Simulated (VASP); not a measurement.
Consider the following.

```
CELL_PARAMETERS angstrom
      0.00000     1.84110     1.84110
      1.84110     0.00000     1.84110
      1.84110     1.84110     0.00000
ATOMIC_POSITIONS crystal
  Cu 0.00000 0.00000 0.00000
```

These are PBE GGA, VASP's PBE PAW potentials (set 64) (plane waves; VASP) values and carry that method's errors. Settings: 400 eV cut-off, 13×13×13 Γ-centred mesh, first-order Methfessel-Paxton smearing of 0.10 eV, potentials Cu.

### Question
Give the stress tensor in GPa (positive for a compressed cell).

### Answer

```
-5.70   0.00   0.00
 0.00  -5.70   0.00
 0.00   0.00  -5.70
```
The pressure is its mean diagonal, -5.70 GPa.

The compound is Cu in the fcc structure. The cell was not relaxed at this level.
